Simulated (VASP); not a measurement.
# CaI: single point with PBE

CaI:

```
Ca I
1.0
     4.14682    0.00000    0.00000
    -2.07341    3.59125    0.00000
     0.00000    0.00000    4.57623
Ca I
1 1
Direct
  0.00000 0.00000 0.50000
  0.66667 0.33333 0.00000
```

The cell comes from a database or a generator and needn't be the stable form of this composition.

```json
{
 "Program": "VASP 6.6.1",
 "Task": "single point",
 "Functional": "PBE",
 "Potentials or basis": "VASP PAW PBE potentials, release 64 (Ca_sv, I)",
 "Cutoff": "520 eV",
 "k mesh": "7 × 7 × 6",
 "Occupations": "methfessel-paxton, width 0.25 eV",
 "Spin": "no spin polarisation",
 "Dipole correction": "no",
 "Further INCAR settings": "ALGO = Normal; EDIFF = 1e-06; NBANDS = 16"
}
```

The pressure is 0.0 GPa and the band gap on the k mesh is none (metal or under the smearing width).

Stress tensor (GPa, compression positive):
```
-0.19  0.00  0.00
 0.00 -0.19  0.00
 0.00  0.00  0.27
```

Levels at points of the mesh, in eV from the Fermi level:
```tsv
k point	band 5	band 6	band 7	band 8	band 9	band 10	band 11	band 12	band 13	band 14
(0.00, 0.00, 0.00)	-15.13	-4.81	-3.65	-3.65	-1.45	0.63	2.24	2.24	2.44	2.44
(0.00, 0.00, 0.50)	-14.91	-6.58	-3.54	-3.54	1.41	1.48	1.48	2.20	2.20	2.25
```

It took 14 s on 1 thread of Intel(R) Xeon(R) 6975P-C (Granite Rapids), with other jobs on the host, peak memory 0.2 GiB.

Caveat: an odd number of electrons without spin polarisation forces a metal; a magnetic or distorted state may lie lower. The run has no spin-orbit coupling, so splittings on I are missing.
